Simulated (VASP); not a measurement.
Here is the system:

```
AlN
1.0
    0.00000     2.22234     2.22234
    2.22234     0.00000     2.22234
    2.22234     2.22234     0.00000
Al N
1 1
Direct
  0.00000   0.00000   0.00000
  0.25000   0.25000   0.25000
```

The numbers are results of PBE GGA, VASP's PBE PAW potentials (set 64) (plane waves; VASP 6.6.1), not measurements. Numerical set-up: 520 eV cut-off, 10×10×10 Γ-centred mesh, Gaussian smearing of 0.050 eV, potentials Al N.

Give the stress tensor in GPa (positive for a compressed cell).

```
-5.40   0.00   0.00
 0.00  -5.40   0.00
 0.00   0.00  -5.40
```
The pressure is its mean diagonal, -5.40 GPa.

The compound is AlN in the zinc blende structure, a metastable form; wurtzite is the usual one. This cell is one point of a volume scan, at 1.03 of the reference volume.
